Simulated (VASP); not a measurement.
Method: LDA (Ceperley-Alder, Perdew-Zunger), VASP's LDA PAW potentials (set 64) (plane waves; VASP).

VASP ran on this input.

File KPOINTS:
```
k-points along high-symmetry lines
15
Line-mode
Reciprocal
  0.000000   0.000000   0.000000 ! GAMMA
  0.000000   0.500000   0.000000 ! X

  0.000000   0.500000   0.000000 ! X
  0.500000   0.500000   0.000000 ! M

  0.500000   0.500000   0.000000 ! M
  0.000000   0.000000   0.000000 ! GAMMA

  0.000000   0.000000   0.000000 ! GAMMA
  0.500000   0.500000   0.500000 ! R

  0.500000   0.500000   0.500000 ! R
  0.000000   0.500000   0.000000 ! X

  0.500000   0.500000   0.500000 ! R
  0.500000   0.500000   0.000000 ! M
```

INCAR:
```
! general
SYSTEM  = RuAl
PREC    = Accurate
ENCUT   = 520
LREAL   = F   ! projection in real space or not
LASPH   = T
ICHARG  = 11   ! fixed density

! electronic loop
EDIFF   = 1E-7   ! SCF stop (eV)
NELM    = 100
ALGO    = Normal
LMAXMIX = 4   ! l cut-off of mixed one-centre charges

! smearing
ISMEAR  = 0   ! Gaussian
SIGMA   = 0.05

! output
LWAVE   = F
LCHARG  = F
LORBIT  = 11
```

### POSCAR
```
RuAl
1
    2.9561123468     0.0000000000     0.0000000000
    0.0000000000     2.9561123468     0.0000000000
    0.0000000000     0.0000000000     2.9561123468
Al Ru
1 1
Direct
  0.5000000000   0.5000000000   0.5000000000
  0.0000000000   0.0000000000   0.0000000000
```

POTCAR, in this order: Al Ru_pv (LDA.64 set). Program: vasp_std. Read from the step before: CHGCAR.

Output of the run:

OSZICAR:
```
       N       E                     dE             d eps       ncg     rms          rms(c)
DAV:   1     0.115175787175E+03    0.11518E+03   -0.94412E+03  2192   0.132E+03
DAV:   2    -0.129776720776E+02   -0.12815E+03   -0.12233E+03  2344   0.350E+02
DAV:   3    -0.153942060369E+02   -0.24165E+01   -0.23931E+01  2672   0.487E+01
DAV:   4    -0.154197786381E+02   -0.25573E-01   -0.25551E-01  2504   0.474E+00
DAV:   5    -0.154204855044E+02   -0.70687E-03   -0.70681E-03  2976   0.584E-01
DAV:   6    -0.154204965238E+02   -0.11019E-04   -0.11019E-04  2668   0.604E-02
DAV:   7    -0.154204966639E+02   -0.14018E-06   -0.14134E-06  2816   0.566E-03
DAV:   8    -0.154204966659E+02   -0.19263E-08   -0.79105E-09  1620   0.529E-04
   1 F= -.15420497E+02 E0= -.15419985E+02  d E =-.102254E-02
```

File OUTCAR:
```
 val. band max:       11.8917371488   @ k =   0.3929   0.5000   0.3929

 cond. band min:      12.0252507487   @ k =   0.4286   0.4286   0.4286



 k-point     1 :       0.0000    0.0000    0.0000
  band No.  band energies     occupation
      1     -30.5504      2.00000
      2     -30.5504      2.00000
      3     -30.5504      2.00000
      4       1.1591      2.00000
      5       7.2375      2.00000
      6       7.2375      2.00000
      7      11.2271      2.00000
      8      11.2271      2.00000
      9      11.2271      2.00000
     10      17.2268      0.00000
     11      17.2268      0.00000
     12      17.2268      0.00000

 k-point     2 :       0.0000    0.0357    0.0000
  band No.  band energies     occupation
      1     -30.5535      2.00000
      2     -30.5501      2.00000
      3     -30.5501      2.00000
      4       1.1845      2.00000
      5       7.2465      2.00000
      6       7.2478      2.00000
      7      11.1931      2.00000
      8      11.1931      2.00000
      9      11.2303      2.00000
     10      17.0964      0.00000
     11      17.2793      0.00000
     12      17.2793      0.00000

 k-point     3 :       0.0000    0.0714    0.0000
  band No.  band energies     occupation
      1     -30.5626      2.00000
      2     -30.5493      2.00000
      3     -30.5493      2.00000
      4       1.2605      2.00000
      5       7.2734      2.00000
      6       7.2769      2.00000
      7      11.0958      2.00000
      8      11.0958      2.00000
      9      11.2401      2.00000
     10      16.7464      0.00000
     11      17.4323      0.00000
     12      17.4323      0.00000

 k-point     4 :       0.0000    0.1071    0.0000
  band No.  band energies     occupation
      1     -30.5774      2.00000
      2     -30.5481      2.00000
      3     -30.5481      2.00000
      4       1.3860      2.00000
      5       7.3172      2.00000
      6       7.3197      2.00000
      7      10.9470      2.00000
...
```

The density is held fixed in this step, so its total energy and stress have no physical meaning.

The compound is RuAl in the CsCl type structure. It was relaxed first. The electron count is odd and the run is not spin-polarised, which forces a metal.
